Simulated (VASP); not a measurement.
An input for Ansatz (written as the equivalent of a VASP run, and not itself run):

Ansatz 0.2 input:
```yaml
crystal:
  lattice:
    - [2.9058378, 0.0000000, 0.0000000]
    - [0.0000000, 2.9058378, 0.0000000]
    - [0.0000000, 0.0000000, 2.9058378]
  atoms:
    - { symbol: Sn, position: [0.0000000, 0.0000000, 0.0000000] }
    - { symbol: O, position: [0.5000000, 0.5000000, 0.5000000] }
kpoints:
  mp_grid: { grid: [13, 13, 13] }
hamiltonian:
  xc: pbesol
  pseudopotentials: { kind: paw }
scf:
  occupations: { method: methfessel_paxton, width: 0.1 }
  max_iter: 100
relax:
  max_steps: 40
  f_tol: 0.02
  cell: { p_target: 30 }
output: { forces: true, stress: true, eigenvalues: true }
```

Problem. Translate this input to VASP (INCAR, KPOINTS, POSCAR, choice of POTCAR).

Solution. This is not unique; one that fits is 
File POSCAR:
```
SnO
1
    2.9058378090     0.0000000000     0.0000000000
   -0.0000000000     2.9058378090     0.0000000000
    0.0000000000    -0.0000000000     2.9058378090
Sn O
1 1
Direct
  0.0000000000   0.0000000000   0.0000000000
  0.5000000000   0.5000000000   0.5000000000
```

### INCAR
```
! general
SYSTEM   =  SnO
PREC     =  Accurate
ENCUT    =  620
LREAL    =  .False.
LASPH    =  .True.

! electronic loop
EDIFF    =  1E-6
NELM     =  100
ALGO     =  Normal
LMAXMIX  =  4

! smearing
ISMEAR   =  1
SIGMA    =  0.1

! functional
GGA      =  PS

! ions
IBRION   =  2
NSW      =  40
ISIF     =  3
EDIFFG   =  -0.02
PSTRESS  =  300

! output
LWAVE    =  .False.
LCHARG   =  .False.
```

File KPOINTS:
```
Regular mesh
0
gamma
  13 13 13
0 0 0
```

POTCAR, in this order: Sn_d O (PBE.64 set). Program: vasp_std.

The two are equivalent in intent, not identical: each code has its own PAW files, so the cut-off isn't converted (ENCUT is set for VASP's; basis.ecutwfc is left out, and Ansatz then takes the one that its files recommend); Ansatz stops its SCF on the density residual and VASP on the energy change (EDIFF).

The structure was generated: SnO was put into the CsCl type type (Pm-3m), which need not be its known phase. It was relaxed first under an external pressure of 30 GPa.
